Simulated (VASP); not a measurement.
# Hf$_{2}$Ti$_{2}$N$_{4}$ (ordered alloy cell): computed properties

Level of theory: PBEsol GGA, VASP's PBE PAW potentials (set 64) (plane waves; VASP 6.6.1).

```
Property                                                                                      Value
------------------------  -------------------------------------------------------------------------
space group                                                                            P4/mmm (123)
cell                      a = 3.094 Å, b = 3.094 Å, c = 4.366 Å, α = 90.00°, β = 90.00°, γ = 90.00°
volume per atom                                                                       10.45 Å³/atom
band gap (on the k-mesh)                                   none (metal, semimetal or under 0.01 eV)
density                                                                                 10.11 g/cm³
```

Space group P4/mmm (No. 123); a = b = 3.094 Å, c = 4.366 Å, α = β = γ = 90.00°

```tsv
atom	site	symmetry	x	y	z
Ti	1a	4/mmm	0.0000	0.0000	0.0000
N	1b	4/mmm	0.0000	0.0000	0.5000
N	1c	4/mmm	0.5000	0.5000	0.0000
Hf	1d	4/mmm	0.5000	0.5000	0.5000
```
(The calculation used a cell of 8 atoms; values per cell refer to that cell.)

Unless said otherwise, spin-orbit coupling is left out, though it shifts the bands of the heavy elements here.

The structure was generated: Hf2Ti2N4 was put into an ordered model structure (P4/mmm), which need not be its known phase. It was relaxed first. Symmetry was kept, so distortions that lower it aren't found.
